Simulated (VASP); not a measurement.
Given:

```
ZnS
1.0
    1.89790    -3.28725     0.00000
    1.89790     3.28725     0.00000
    0.00000     0.00000     6.22009
Zn S
2 2
Direct
  0.66667   0.33333   0.50021
  0.33333   0.66667   0.00021
  0.66667   0.33333   0.87479
  0.33333   0.66667   0.37479
```

These are r2SCAN+rVV10, VASP's PBE PAW potentials (set 64) (plane waves; VASP 6.6.1) values and carry that method's errors. Settings: 520 eV cut-off, 8×8×4 Γ-centred mesh, tetrahedra with Blöchl corrections, potentials Zn S.

**Question.** Estimate the energy per atom (σ→0), band gap (over mesh and band path) with the smallest direct gap where there is one.

**Answer.** 
The band gap (over mesh and band path) is 2.79 eV, the smallest direct gap (over mesh and band path) is 2.79 eV and the energy per atom (σ→0) comes out as -9.177 eV/atom.

Only differences to runs with the same potentials and settings are physical.

The compound is ZnS in the wurtzite structure, the high-temperature form. It was relaxed first.
